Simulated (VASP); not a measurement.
Here is the system:

```
Li2S
1.0
    0.00000     2.82113     2.82113
    2.82113     0.00000     2.82113
    2.82113     2.82113     0.00000
Li S
2 1
Direct
  0.25000   0.25000   0.25000
  0.75000   0.75000   0.75000
  0.00000   0.00000   0.00000
```

Computed with revPBE GGA, VASP's PBE PAW potentials (set 64) (plane waves; VASP). Numerical set-up: 520 eV cut-off, 7×7×7 Γ-centred mesh, Gaussian smearing of 0.050 eV, potentials Li_sv S.

**Question.** Predict the energy per atom (σ→0), pressure.

**Answer.** 
The energy per atom (σ→0) comes out as -3.812 eV/atom and the pressure is 2.89 GPa.

The absolute energy has meaning only against runs of the same code, potentials and settings.

The compound is Li2S in the antifluorite structure. This cell is one point of a volume scan, at 0.94 of the reference volume.
